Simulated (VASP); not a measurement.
HfS2 (1T layered): the band gap from VASP (plane waves, PAW) at several levels of theory. Gaps are without spin-orbit coupling. Each level names its cell: its own relaxed one, PBE's, or the starting one. A gap is the smallest over the k-mesh and a band path; hybrids may have named points in place of the path, and GW has the mesh alone. Without a dispersion term in the relaxation, distances and binding between the weakly bound layers, chains or molecules are unreliable, and so is what depends on them. mBJ is a potential without an energy functional, so only the levels count.

| level | band gap (eV) | error against measurement (eV) |
|---|---|---|
| LDA (own cell) | 0.63 | -1.17 |
| PBE (own cell) [volume +12 % from the start] | 1.25 | -0.55 |
| PBEsol (own cell) | 0.93 | -0.87 |
| RPBE (own cell) [volume +27 % from the start] | 1.42 | -0.38 |
| AM05 (own cell) [volume +11 % from the start] | 1.08 | -0.72 |
| PBE-D3(BJ) (own cell) | 0.88 | -0.92 |
| PBE-D4 (own cell) | 0.95 | -0.85 |
| optB88-vdW (own cell) | 1.00 | -0.80 |
| rev-vdW-DF2 (own cell) | 0.91 | -0.89 |
| mBJ (TB09) (PBE cell) [volume +12 % from the start] | 2.23 | +0.43 |
| HSE06 (PBE cell) [volume +12 % from the start] | 2.07 | +0.27 |
| PBE0 (PBE cell) [volume +12 % from the start] | 2.75 | +0.95 |

Measured: 1.80 eV (as given by Miłosz Rybak et al., Nanomaterials (2022), arXiv:2210.12074).

The cell of the LDA (own cell) run:

```xyz
3
Lattice="1.7782 -3.0800 0.0000 1.7782 3.0800 0.0000 0.0000 0.0000 5.6907" Properties=species:S:1:pos:R:3 pbc="T T T"
Hf     0.0000     0.0000     0.0000
S      1.7782     1.0267     1.4418
S      1.7782    -1.0267     4.2489
```

Only levels that ran to the end are used. Left out are those held back, those with too coarse a band path, GW runs whose mesh misses a band edge, hybrids' fits of cells that aren't cubic and levels without matching references; a question may draw on a part of the rest.

The compound is HfS2 in the 1T layered structure.
